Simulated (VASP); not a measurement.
Input:

```
AuCu
1.0
    2.80000     0.00000     0.00000
    0.00000     2.80000     0.00000
    0.00000     0.00000     3.67000
Cu Au
1 1
Direct
  0.00000   0.00000   0.00000
  0.50000   0.50000   0.50000
```

Computed with PBEsol GGA, VASP's PBE PAW potentials (set 64) (plane waves; VASP). Run with 520 eV cut-off, 12×12×9 Γ-centred mesh, first-order Methfessel-Paxton smearing of 0.10 eV, potentials Cu Au.

### Question
The ions, cell shape and volume are relaxed. What does this cell relax into?

### Answer

```
AuCu
1.0
    2.83008     0.00000     0.00000
    0.00000     2.83008     0.00000
    0.00000     0.00000     3.54862
Cu Au
1 1
Direct
  0.00000   0.00000   0.00000
  0.50000   0.50000   0.50000
```
Space group P4/mmm (123), at a tolerance of 0.03 Å.

### Question
How do energy and volume change from the first to the last step?

### Answer
The energy (σ→0) changes by -3.0 meV/atom and the volume by -1.2 %, in 6 ionic steps.

The compound is CuAu in the L1_0 structure. This run relaxes it. Symmetry was kept, so distortions that lower it aren't found.
